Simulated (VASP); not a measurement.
Here is the system:

```
CaCuSi
1.0
    4.10088     0.00000     0.00000
   -2.05044     3.55146     0.00000
    0.00000     0.00000     3.92255
Ca Si Cu
1 1 1
Direct
  0.00000   0.00000   0.00000
  0.33333   0.66667   0.50000
  0.66667   0.33333   0.50000
```

The numbers are results of PBEsol GGA, VASP's PBE PAW potentials (set 64) (plane waves; VASP), not measurements. Numerical set-up: 400 eV cut-off, 10×10×9 Γ-centred mesh, tetrahedra with Blöchl corrections, potentials Ca_sv Si Cu.

The cores are frozen, which limits the accuracy of field gradients.

**Question.** Give the principal components of the electric field gradient (V/Å²) and the asymmetry η at each nucleus.

**Answer.** 
```
atom    Vxx    Vyy   Vzz     η
----  -----  -----  ----  ----
Ca1     3.6    3.6  -7.1  0.00
Si2   -20.1  -20.1  40.2  0.00
Cu3   -40.8  -40.8  81.7  0.00
```

The structure comes from a computed database's CaCuSi entry (P-6m2); how it stands against other phases isn't given here. It was relaxed first.
